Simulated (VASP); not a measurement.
TcSe2:

```
CELL_PARAMETERS angstrom
0.00000 3.14575 3.14575
3.14575 0.00000 3.14575
3.14575 3.14575 0.00000
ATOMIC_POSITIONS crystal
Tc 0.00000 0.00000 0.00000
Se 0.25000 0.25000 0.25000
Se 0.75000 0.75000 0.75000
```

The cell comes from a database or a generator and needn't be the stable form of this composition.

Base run:

| Property | Result |
| --- | --- |
| Program | VASP 6.6.1 |
| Functional | PBEsol |
| Potentials or basis | VASP PAW PBE potentials, release 64 (Tc_pv, Se) |
| Cutoff | 520 eV |
| k mesh | 5 × 5 × 5 |
| Occupations | gaussian, width 0.05 eV |
| Spin | collinear spin, random start |
| Starting moments | [0.59, 0.0, 0.0] μB |
| Hubbard terms | Tc d U = 3 eV |

Its results: band gap on the k mesh none (metal or under the smearing width); pressure -12.1 GPa; net moment 0.81 μB per cell.

Q: The run is repeated on the same cell with these changes: spin from collinear spin, random start to collinear spin, zero start; moments at the start from [0.59, 0.0, 0.0] to [0.0, 0.0, 0.0]. What comes out?

A: Band gap on the k mesh none (metal or under the smearing width); pressure -13.5 GPa; net moment 0.00 μB per cell.

Caveats: the PAW data sets were made with another functional, which shifts forces and pressure a little.

Not every run made on this cell is shown here.
